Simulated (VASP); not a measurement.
Consider the following.

```yaml
crystal:
  lattice:
    - [1.59772, -2.76732, 0.00000]
    - [1.59772, 2.76732, 0.00000]
    - [0.00000, 0.00000, 14.66694]
  atoms:
    - { symbol: W, position: [0.33333, 0.66667, 0.25000] }
    - { symbol: W, position: [0.66667, 0.33333, 0.75000] }
    - { symbol: S, position: [0.33333, 0.66667, 0.85710] }
    - { symbol: S, position: [0.66667, 0.33333, 0.35710] }
    - { symbol: S, position: [0.66667, 0.33333, 0.14290] }
    - { symbol: S, position: [0.33333, 0.66667, 0.64290] }
```

Computed with PW91 GGA, VASP's PBE PAW potentials (set 64) (plane waves; VASP 6.6.1). Run with 520 eV cut-off, Gaussian smearing of 0.050 eV, potentials W_sv S.

Without a dispersion term in the relaxation, distances and binding between the weakly bound layers, chains or molecules are unreliable, and so is what depends on them. Unless said otherwise, spin-orbit coupling is left out, though it shifts the bands of the heavy elements here.

Give the energies of bands 17 to 30 at the high-symmetry points, in eV from the valence-band maximum.

| band | Γ | M | K | A | L | H |
|---|---|---|---|---|---|---|
| 17 | -3.05 | -4.63 | -4.63 | -3.05 | -4.58 | -4.62 |
| 18 | -3.05 | -4.53 | -4.61 | -3.05 | -4.58 | -4.62 |
| 19 | -2.58 | -3.60 | -4.08 | -2.30 | -3.59 | -4.08 |
| 20 | -1.96 | -3.59 | -4.08 | -2.30 | -3.59 | -4.08 |
| 21 | -1.84 | -2.33 | -3.41 | -1.84 | -2.33 | -3.40 |
| 22 | -1.84 | -2.32 | -3.41 | -1.84 | -2.33 | -3.40 |
| 23 | -1.84 | -1.50 | -2.58 | -1.84 | -1.49 | -2.58 |
| 24 | -1.84 | -1.48 | -2.58 | -1.84 | -1.49 | -2.58 |
| 25 | -0.44 | -1.11 | -0.23 | -0.19 | -1.10 | -0.22 |
| 26 | 0.00 | -1.10 | -0.20 | -0.19 | -1.10 | -0.22 |
| 27 | 2.64 | 2.58 | 1.57 | 2.64 | 2.58 | 1.57 |
| 28 | 2.65 | 2.58 | 1.57 | 2.64 | 2.58 | 1.57 |
| 29 | 2.66 | 3.00 | 3.00 | 2.65 | 3.03 | 3.13 |
| 30 | 2.74 | 3.06 | 3.27 | 2.68 | 3.03 | 3.13 |

The gap is indirect, 1.57 eV, from the valence maximum at Γ to the conduction minimum at K.

The compound is WS2 in the 2H layered structure. It was relaxed first, which changed the volume by +23 %.
